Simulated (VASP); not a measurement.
Data:

```
CELL_PARAMETERS angstrom
      0.00000     2.98714     2.98714
      2.98714     0.00000     2.98714
      2.98714     2.98714     0.00000
ATOMIC_POSITIONS crystal
  Cu 0.00000 0.00000 0.00000
  I  0.25000 0.25000 0.25000
```

Calculation: PBE GGA with D3 dispersion (Becke-Johnson damping), VASP's PBE PAW potentials (set 64) (plane waves; VASP). Settings: 520 eV cut-off, 9×9×9 Γ-centred mesh, tetrahedra with Blöchl corrections, potentials Cu I.

Unless said otherwise, spin-orbit coupling is left out, though it shifts the bands of the heavy elements here.

Task: Predict the energy per atom (σ→0), band gap (on the k-mesh) with the smallest direct gap where there is one.

Result: 
```yaml
band gap (on the k-mesh): 1.27 eV
smallest direct gap (on the k-mesh): 1.27 eV
energy per atom (σ→0): -3.131 eV/atom
```

The compound is CuI in the zinc blende structure. It was relaxed first.
